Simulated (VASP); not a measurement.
Here is the system:

```
AlN
1.0
    1.55500    -2.69334     0.00000
    1.55500     2.69334     0.00000
    0.00000     0.00000     4.98000
Al N
2 2
Direct
  0.66667   0.33333   0.50000
  0.33333   0.66667   0.00000
  0.66667   0.33333   0.88200
  0.33333   0.66667   0.38200
```

All values below come from PBE GGA, VASP's PBE PAW potentials (set 64) (plane waves; VASP). Run with PREC = Normal, 500 eV cut-off, 6×6×4 Γ-centred mesh, Gaussian smearing of 0.010 eV, potentials Al_GW N_GW_new.

Q: Estimate the energy per atom (σ→0), pressure, band gap (on the k-mesh) with the smallest direct gap where there is one.

A: 
| Quantity | Value |
|---|---|
| band gap (on the k-mesh) | 4.21 eV |
| smallest direct gap (on the k-mesh) | 4.21 eV |
| energy per atom (σ→0) | -7.455 eV/atom |
| pressure | 3.53 GPa |

The compound is AlN in the wurtzite structure. The cell was not relaxed at this level.
